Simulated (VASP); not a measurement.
Input:

```
YN
1.0
    0.00000     2.45244     2.45244
    2.45244     0.00000     2.45244
    2.45244     2.45244     0.00000
Y N
1 1
Direct
  0.00000   0.00000   0.00000
  0.50000   0.50000   0.50000
```

Computed with PBE GGA, VASP's PBE PAW potentials (set 64) (plane waves; VASP 6.6.1). Run with 520 eV cut-off, Gaussian smearing of 0.050 eV, potentials Y_sv N.

Predict the band gap (along the path) with the smallest direct gap where there is one.

band gap (along the path): 0.20 eV
smallest direct gap (along the path): 0.60 eV

The absolute energy has meaning only against runs of the same code, potentials and settings.

The compound is YN in the rock salt structure. It was relaxed first.
